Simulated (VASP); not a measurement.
All values below come from PBE GGA + U (Dudarev), VASP's PBE PAW potentials (set 64) (plane waves; VASP).

VASP ran on this input.

KPOINTS:
```
Automatic mesh
0
Gamma
8 8 8
0 0 0
```

**INCAR**
```
ALGO = Normal
EDIFF = 1E-6
ENCUT = 400
GGA = PE
ISIF = 2
ISMEAR = 1
LASPH = .True.
LCHARG = .False.
LDAU = .True.
LDAUJ = 0 0
LDAUL = -1 2
LDAUPRINT = 1
LDAUTYPE = 2
LDAUU = 0 2.0
LMAXMIX = 4
LORBIT = 10
LREAL = .False.
LWAVE = .False.
NELM = 100
PREC = Accurate
SIGMA = 0.1
SYSTEM = Ni3Si
```

POSCAR:
```
Ni3Si
1
    3.5050560000     0.0000000000     0.0000000000
    0.0000000000     3.5949610000     0.0000000000
    0.0000000000     0.0000000000     3.6058960000
Si Ni
1 3
Direct
  0.0000000000   0.0000000000   0.0000000000
  0.0000000000   0.5000000000   0.5000000000
  0.5000000000   0.0000000000   0.5000000000
  0.5235490000   0.5000000000   0.0000000000
```

POTCAR, in this order: Si Ni (PBE.64 set). Program: vasp_std.

The resulting files:

OUTCAR:
```
 ion  position               nearest neighbor table
   1  0.000  0.000  0.000-   4 2.45   4 2.45   3 2.51   3 2.51   3 2.51   3 2.51   2 2.55   2 2.55
                             2 2.55   2 2.55   4 2.57   4 2.57
   2  0.000  0.500  0.500-   4 2.46   4 2.46   3 2.51   3 2.51   3 2.51   3 2.51   1 2.55   1 2.55
                             1 2.55   1 2.55   4 2.57   4 2.57
   3  0.500  0.000  0.500-   2 2.51   2 2.51   2 2.51   2 2.51   1 2.51   1 2.51   1 2.51   1 2.51
                             4 2.55   4 2.55   4 2.55   4 2.55
   4  0.524  0.500  0.000-   1 2.45   1 2.45   2 2.46   2 2.46   3 2.55   3 2.55   3 2.55   3 2.55
                             1 2.57   1 2.57   2 2.57   2 2.57
  LATTYP: Found a simple orthorhombic cell.
 ALAT       =     3.5050560000
 B/A-ratio  =     1.0256500895
 C/A-ratio  =     1.0287698684
 Subroutine PRICEL returns:
 Original cell was already a primitive cell.
 Subroutine GETGRP returns: Found  4 space group operations
The static configuration has the point symmetry C_2v.
The dynamic configuration has the point symmetry C_2v.
 Subroutine INISYM returns: Found  4 space group operations
 Subroutine IBZKPT returns following result:
 Found    125 irreducible k-points:

 Following reciprocal coordinates:
            Coordinates               Weight
  0.000000  0.000000  0.000000      1.000000
...
```

### OSZICAR
```
       N       E                     dE             d eps       ncg     rms          rms(c)
DAV:   1     0.180418416453E+03    0.18042E+03   -0.13415E+04  5258   0.177E+03
DAV:   2    -0.127225035666E+02   -0.19314E+03   -0.18633E+03  5265   0.336E+02
DAV:   3    -0.221741325413E+02   -0.94516E+01   -0.90873E+01  5758   0.100E+02
DAV:   4    -0.223727642646E+02   -0.19863E+00   -0.19793E+00  6097   0.129E+01
DAV:   5    -0.223794543623E+02   -0.66901E-02   -0.66889E-02  6171   0.227E+00    0.169E+01
DAV:   6    -0.226330296576E+02   -0.25358E+00   -0.42244E+01  5880   0.107E+02    0.152E+01
DAV:   7    -0.197178705248E+02    0.29152E+01   -0.12790E+01  5783   0.604E+01    0.357E+00
DAV:   8    -0.197376462859E+02   -0.19776E-01   -0.72018E-01  7270   0.160E+01    0.279E+00
DAV:   9    -0.196949965044E+02    0.42650E-01   -0.22397E-01  6697   0.177E+01    0.141E+00
DAV:  10    -0.196814226623E+02    0.13574E-01   -0.38635E-02  6992   0.593E+00    0.479E-01
DAV:  11    -0.196815752949E+02   -0.15263E-03   -0.72611E-03  7805   0.216E+00    0.448E-01
DAV:  12    -0.196803030239E+02    0.12723E-02   -0.32655E-03  7594   0.197E+00    0.110E-01
DAV:  13    -0.196803376354E+02   -0.34611E-04   -0.50885E-04  6554   0.358E-01    0.353E-02
DAV:  14    -0.196803269333E+02    0.10702E-04   -0.50159E-05  5984   0.942E-02    0.137E-02
DAV:  15    -0.196803253905E+02    0.15428E-05   -0.73093E-06  5886   0.509E-02    0.543E-03
DAV:  16    -0.196803244530E+02    0.93752E-06   -0.11015E-06  3088   0.229E-02
   1 F= -.19680324E+02 E0= -.19680733E+02  d E =0.122674E-02
```

**OUTCAR**
```
------------------------ aborting loop because EDIFF is reached ----------------------------------------
  FORCE on cell =-STRESS in cart. coord.  units (eV):
  Direction    XX          YY          ZZ          XY          YZ          ZX
  --------------------------------------------------------------------------------------
  Total       -3.2992940     -4.1238707     -4.1716900      0.0000000      0.0000000      0.0000000
  in kB     -116.3400536   -145.4163631   -147.1025737      0.0000000      0.0000000      0.0000000
  external PRESSURE =    -136.2863302 kB  Pullay stress =       0.0000000 kB
  volume of cell :       45.44
      direct lattice vectors                 reciprocal lattice vectors
     3.505056000  0.000000000  0.000000000     0.285302146  0.000000000  0.000000000
     0.000000000  3.594961000  0.000000000     0.000000000  0.278167134  0.000000000
     0.000000000  0.000000000  3.605896000     0.000000000  0.000000000  0.277323583
 POSITION                                       TOTAL-FORCE (eV/Angst)
 -----------------------------------------------------------------------------------
      0.00000      0.00000      0.00000         0.144043      0.000000      0.000000
      0.00000      1.79748      1.80295         0.403406      0.000000      0.000000
      1.75253      0.00000      1.80295        -0.030128      0.000000      0.000000
      1.83507      1.79748      0.00000        -0.517321      0.000000      0.000000
 -----------------------------------------------------------------------------------
    total drift:                                0.000086     -0.000000      0.000011
  FREE ENERGIE OF THE ION-ELECTRON SYSTEM (eV)
  ---------------------------------------------------
  free  energy   TOTEN  =       -19.6803244530 eV

  energy  without entropy=      -19.6815511946  energy(sigma->0) =      -19.68073337

 total charge

# of ion       s       p       d       tot
------------------------------------------
    1        0.736   0.778   0.000   1.514
    2        0.451   0.490   8.473   9.414
    3        0.452   0.493   8.477   9.422
    4        0.455   0.496   8.480   9.430
--------------------------------------------------
tot          2.094   2.257  25.430  29.781
```
(Selected blocks of OUTCAR.)

The compound is Ni3Si in the L1_2 structure. The cell was not relaxed at this level, atoms are displaced from their ideal sites. The run is one of a series of settings (LDAU = .TRUE., LDAUJ = 0 0, LDAUL = -1 2, LDAUTYPE = 2, LDAUU = 0 2.0 against the base run), some of them coarse on purpose. The run is not spin-polarised, so no magnetic state was tried.
